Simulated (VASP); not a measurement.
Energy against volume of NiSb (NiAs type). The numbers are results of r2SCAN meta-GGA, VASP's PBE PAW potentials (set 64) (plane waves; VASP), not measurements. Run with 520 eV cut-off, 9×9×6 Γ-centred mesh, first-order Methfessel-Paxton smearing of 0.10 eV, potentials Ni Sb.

Shape and ions are relaxed at each volume.

| V (Å³/atom) | E (eV/atom) |
|---|---|
| 16.619 | -19.08626 |
| 17.133 | -19.09193 |
| 17.647 | -19.08561 |
| 18.161 | -19.06938 |

Fit these four points and predict the energy of the run at 16.105 Å³/atom.

A cubic in V^(−2/3), the third-order Birch-Murnaghan form, passes through the four points with V0 = 17.10 Å³/atom and B0 = 125 GPa, and gives -19.0661 eV/atom there. The run gave -19.0662 eV/atom, -0.1 meV/atom from the fit; all five points give B0 = 125 GPa.

The compound is NiSb in the NiAs type structure. It was relaxed first. The run is not spin-polarised, so no magnetic state was tried.
